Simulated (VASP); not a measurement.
```
CELL_PARAMETERS angstrom
      0.00000     1.90423     1.90423
      1.90423     0.00000     1.90423
      1.90423     1.90423     0.00000
ATOMIC_POSITIONS crystal
  Rh 0.00000 0.00000 0.00000
```

Level of theory: TPSS meta-GGA, VASP's PBE PAW potentials (set 64) (plane waves; VASP). Numerical set-up: 520 eV cut-off, 18×18×18 Γ-centred mesh, tetrahedra with Blöchl corrections, potentials Rh_pv.

**Question.** Give the energies of bands 4 to 9 at the high-symmetry points, in eV from the Fermi level.

**Answer.** 
```csv
band,Γ,X,U,L,W
4,-7.91,-6.35,-5.52,-6.08,-5.06
5,-3.05,-5.92,-4.76,-3.16,-3.78
6,-3.05,0.51,-2.04,-3.16,-3.78
7,-3.05,1.01,-0.72,0.57,-1.22
8,-1.01,1.01,0.40,0.57,1.01
9,-1.01,3.31,7.91,0.72,9.68
```

It has no gap at this level: it comes out as a metal or semimetal.

The compound is Rh in the fcc structure. It was relaxed first.
